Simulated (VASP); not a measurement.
```
CdO
1.0
    0.00000     2.32731     2.32731
    2.32731     0.00000     2.32731
    2.32731     2.32731     0.00000
Cd O
1 1
Direct
  0.00000   0.00000   0.00000
  0.50000   0.50000   0.50000
```

All values below come from LDA (Ceperley-Alder, Perdew-Zunger) with spin-orbit coupling, VASP's LDA PAW potentials (set 64) (plane waves; VASP). Numerical set-up: 520 eV cut-off, 12×12×12 Γ-centred mesh, Gaussian smearing of 0.050 eV, potentials Cd O.

Task: What does the run give for the energy per atom (σ→0), band gap (over mesh and band path) with the smallest direct gap where there is one?

Result: 
| Item | Result |
|---|---|
| band gap (over mesh and band path) | none (metal, semimetal or under 0.01 eV) |
| energy per atom (σ→0) | -4.683 eV/atom |

The structure comes from a computed database's CdO entry (Fm-3m); how it stands against other phases isn't given here. It was relaxed first.
